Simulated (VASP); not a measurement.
Data:

```xyz
2
Lattice="2.8346 0.0000 0.0000 0.0000 2.8346 0.0000 0.0000 0.0000 3.4745" Properties=species:S:1:pos:R:3 pbc="T T T"
Pt     0.0000     0.0000     0.0000
Zn     1.4173     1.4173     1.7373
```

Calculation: PBEsol GGA with spin-orbit coupling, VASP's PBE PAW potentials (set 64) (plane waves; VASP). Settings: 400 eV cut-off, 12×12×10 Γ-centred mesh, Gaussian smearing of 0.050 eV, potentials Pt Zn.

Problem. Predict the energy per atom (σ→0), band gap (over mesh and band path) with the smallest direct gap where there is one.

Solution. 
```yaml
band gap (over mesh and band path): none (metal, semimetal or under 0.01 eV)
energy per atom (σ→0): -482.7 kJ/mol of atoms
```

Total energies compare only between runs with the same potentials, cut-off and functional.

The structure comes from a measured ZnPt entry (P4/mmm) of the Crystallography Open Database, whose conditions weren't checked. It was relaxed first.
